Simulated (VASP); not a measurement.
Here is the system:

```
CsBr
1.0
    4.58132     0.00000     0.00000
    0.00000     4.58132     0.00000
    0.00000     0.00000     4.58132
Cs Br
1 1
Direct
  0.00000   0.00000   0.00000
  0.50000   0.50000   0.50000
```

The numbers are results of revPBE GGA, VASP's PBE PAW potentials (set 64) (plane waves; VASP), not measurements. Settings: 520 eV cut-off, 6×6×6 Γ-centred mesh, Gaussian smearing of 0.050 eV, potentials Cs_sv Br.

Unless said otherwise, spin-orbit coupling is left out, though it shifts the bands of the heavy elements here.

Task: What does the run give for the energy per atom (σ→0), band gap (on the k-mesh) with the smallest direct gap where there is one?

Result: 
The band gap (on the k-mesh) is 4.08 eV and the smallest direct gap (on the k-mesh) comes out as 4.13 eV. The energy per atom (σ→0) is -2.832 eV/atom.

The absolute energy has meaning only against runs of the same code, potentials and settings.

The compound is CsBr in the CsCl type structure. This cell is one point of a volume scan, at 1.03 of the reference volume.
